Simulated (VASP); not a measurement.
Input:

```
CELL_PARAMETERS angstrom
      1.57413    -2.72647     0.00000
      1.57413     2.72647     0.00000
      0.00000     0.00000    12.04727
ATOMIC_POSITIONS crystal
  Mo 0.33333 0.66667 0.25000
  Mo 0.66667 0.33333 0.75000
  S  0.33333 0.66667 0.87992
  S  0.66667 0.33333 0.37992
  S  0.66667 0.33333 0.12008
  S  0.33333 0.66667 0.62008
```

All values below come from PBE GGA with D3 dispersion (Becke-Johnson damping), VASP's PBE PAW potentials (set 64) (plane waves; VASP). Run with 520 eV cut-off, Gaussian smearing of 0.050 eV, potentials Mo_sv S.

### Question
Give the energies of bands 17 to 30 at the high-symmetry points, in eV from the valence-band maximum.

### Answer

| band | Γ | M | K | A | L | H |
|---|---|---|---|---|---|---|
| 17 | -3.33 | -5.32 | -5.08 | -3.33 | -4.81 | -4.90 |
| 18 | -3.32 | -4.51 | -4.74 | -3.33 | -4.81 | -4.90 |
| 19 | -3.32 | -3.97 | -4.28 | -2.68 | -3.92 | -4.62 |
| 20 | -2.23 | -3.86 | -4.28 | -2.68 | -3.92 | -4.62 |
| 21 | -2.23 | -2.90 | -4.00 | -2.20 | -2.75 | -3.47 |
| 22 | -2.17 | -2.56 | -4.00 | -2.20 | -2.75 | -3.47 |
| 23 | -2.17 | -1.80 | -2.74 | -2.20 | -1.67 | -3.00 |
| 24 | -1.29 | -1.53 | -2.74 | -2.20 | -1.67 | -3.00 |
| 25 | -1.09 | -1.51 | -0.85 | -0.26 | -1.42 | -0.76 |
| 26 | 0.00 | -1.35 | -0.64 | -0.26 | -1.42 | -0.76 |
| 27 | 2.08 | 1.61 | 1.06 | 2.08 | 1.63 | 1.06 |
| 28 | 2.08 | 1.67 | 1.06 | 2.08 | 1.63 | 1.06 |
| 29 | 2.12 | 1.98 | 1.66 | 2.08 | 2.16 | 2.21 |
| 30 | 2.12 | 2.30 | 2.82 | 2.08 | 2.16 | 2.21 |

The gap is indirect, 0.77 eV, from the valence maximum at Γ to the conduction minimum at K-Γ at 0.44.

Measured: gap 1.29 eV (computed value off by -0.52 eV), as given by Wei Chen et al., Physical Review Materials (2018), doi:10.1103/physrevmaterials.2.073803.

The compound is MoS2 in the 2H layered structure. It was relaxed first.
